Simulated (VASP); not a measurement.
Input:

```yaml
crystal:
  lattice:
    - [4.16582, -2.27500, 0.00000]
    - [4.16582, 2.27500, 0.00000]
    - [2.92342, 0.00000, 3.73943]
  atoms:
    - { symbol: Bi, position: [0.23400, 0.23400, 0.23400] }
    - { symbol: Bi, position: [0.76600, 0.76600, 0.76600] }
```

Level of theory: PBE GGA, VASP's PBE PAW potentials (set 64) (plane waves; VASP 6.6.1). Settings: 300 eV cut-off, 6×6×6 Γ-centred mesh, Fermi-Dirac smearing of 0.10 eV, potentials Bi_d.

### Question
Give the energies of bands 13 to 18 at the high-symmetry points, in eV from the Fermi level.

### Answer

```tsv
band	Γ	T	H2	L	S0	F
13	-1.47	-0.94	-4.06	-1.33	-4.35	-4.66
14	-1.21	-0.61	-3.97	-1.18	-2.48	-3.00
15	-1.21	-0.61	-0.43	-0.27	-2.45	-2.89
16	2.48	0.68	0.77	-0.26	2.95	2.37
17	2.94	0.68	4.97	0.53	3.06	4.90
18	2.94	0.72	4.98	1.02	4.72	5.40
```

It has no gap at this level: it comes out as a metal or semimetal.

The structure is a typed Bi crystal (R-3m). The cell was not relaxed at this level.
